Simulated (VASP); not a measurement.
A run of VASP 6.6.1:

Contents of INCAR:

```
SYSTEM = YbRu
PREC = Accurate
ENCUT = 520
EDIFF = 1E-7
ISMEAR = -1
SIGMA = 0.05
LREAL = .False.
LASPH = .True.
NELM = 150
ALGO = Normal
ISIF = 2
LWAVE = .False.
LCHARG = .False.
LNONCOLLINEAR = .True.
MAGMOM = 0.707 0.707 0 0.707 0.707 0
LORBIT = 11
LSORBIT = .True.
GGA_COMPAT = .False.
LORBMOM = .True.
LMAXMIX = 6
GGA = PE
NBANDS = 50
```

Contents of KPOINTS:

```
Automatic mesh
0
Gamma
  6 6 6
  0 0 0
```

File POSCAR:

```
YbRu
1.0
    0.0000000000      2.7745200000      2.7745200000
    2.7745200000      0.0000000000      2.7745200000
    2.7745200000      2.7745200000      0.0000000000
Yb Ru
1 1
Direct
    0.5000000000      0.5000000000      0.5000000000
    0.0000000000      0.0000000000      0.0000000000
```

Contents of KPOINTS_OPT:

```
path GXWKGLUWLK,UX
15
line-mode
reciprocal
 0.0000000000  0.0000000000  0.0000000000  G
 0.5000000000  0.0000000000  0.5000000000  X

 0.5000000000  0.0000000000  0.5000000000  X
 0.5000000000  0.2500000000  0.7500000000  W

 0.5000000000  0.2500000000  0.7500000000  W
 0.3750000000  0.3750000000  0.7500000000  K

 0.3750000000  0.3750000000  0.7500000000  K
 0.0000000000  0.0000000000  0.0000000000  G

 0.0000000000  0.0000000000  0.0000000000  G
 0.5000000000  0.5000000000  0.5000000000  L

 0.5000000000  0.5000000000  0.5000000000  L
 0.6250000000  0.2500000000  0.6250000000  U

 0.6250000000  0.2500000000  0.6250000000  U
 0.5000000000  0.2500000000  0.7500000000  W

 0.5000000000  0.2500000000  0.7500000000  W
 0.5000000000  0.5000000000  0.5000000000  L

 0.5000000000  0.5000000000  0.5000000000  L
 0.3750000000  0.3750000000  0.7500000000  K

 0.6250000000  0.2500000000  0.6250000000  U
 0.5000000000  0.0000000000  0.5000000000  X
```

Potentials or basis: VASP PAW PBE potentials, release 64 (Yb, Ru_pv).

The run is started by

```console
$ cat potpaw_PBE.64/Yb/POTCAR potpaw_PBE.64/Ru_pv/POTCAR > POTCAR
$ mpirun -np 1 vasp_ncl > vasp.out
```

Hardware: 1 thread of Intel(R) Xeon(R) Platinum 8259CL CPU @ 2.50GHz (Skylake/Cascade Lake) (shared host).

Task: Estimate the wall time of this run.

Result: Wall time 57 min on 1 thread of Intel(R) Xeon(R) Platinum 8259CL CPU @ 2.50GHz (Skylake/Cascade Lake) (shared host), peak memory 0.59 GiB. Counts: scf iterations 143, k points 68.
